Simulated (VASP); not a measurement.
Level of theory: PBE GGA, VASP's PBE PAW potentials (set 64) (plane waves; VASP).

A VASP calculation is set up with these files.

**POSCAR**
```
Sn
2.9951210
 -1.0000000000   1.0000000000   0.5439536500
  1.0000000000  -1.0000000000   0.5439536500
  1.0000000000   1.0000000000  -0.5439536500
Sn
2
Cartesian
  0.0000000000   1.0000000000   0.2719768250
  0.0000000000   0.0000000000   0.0000000000
```

### KPOINTS
```
Automatic
0
G
 8 8 8
```

### INCAR
```
ALGO=Normal
EDIFF=1E-6
ENCUT=300
GGA=PE
ISIF=2
ISMEAR=0
LASPH=.TRUE.
LCHARG=.FALSE.
LMAXMIX=4
LREAL=.FALSE.
LWAVE=.FALSE.
NELM=100
PREC=Accurate
SIGMA=0.05
SYSTEM=Sn
```

POTCAR, in this order: Sn_d (PBE.64 set). Program: vasp_std.

At this cut-off the stress carries a Pulay error, which pulls relaxed volumes low. Unless said otherwise, spin-orbit coupling is left out, though it shifts the bands of the heavy elements here.

### Question
Estimate the energy per atom (σ→0), pressure, band gap (on the k-mesh).

### Answer

```
Quantity                                                    Result
------------------------  ----------------------------------------
energy per atom (σ→0)                               -3.795 eV/atom
band gap (on the k-mesh)  none (metal, semimetal or under 0.01 eV)
pressure                                                -15.9 kbar
```

**OSZICAR**
```
...
DAV:   4    -0.759104736337E+01   -0.33003E+00   -0.32946E+00  2330   0.200E+01
DAV:   5    -0.760346832530E+01   -0.12421E-01   -0.12420E-01  2856   0.337E+00    0.206E+00
DAV:   6    -0.759262361400E+01    0.10845E-01   -0.24932E-02  2716   0.231E+00    0.117E+00
DAV:   7    -0.759017257190E+01    0.24510E-02   -0.17862E-02  2744   0.188E+00    0.136E-01
DAV:   8    -0.759013925263E+01    0.33319E-04   -0.16355E-03  2406   0.596E-01    0.331E-02
DAV:   9    -0.759014948050E+01   -0.10228E-04   -0.42648E-05  2632   0.647E-02    0.121E-02
DAV:  10    -0.759014867024E+01    0.81026E-06   -0.53960E-06  2348   0.324E-02
   1 F= -.75901487E+01 E0= -.75892049E+01  d E =-.188757E-02
```

The structure comes from a computed database's Sn entry; how it stands against other phases isn't given here. The cell was not relaxed at this level.
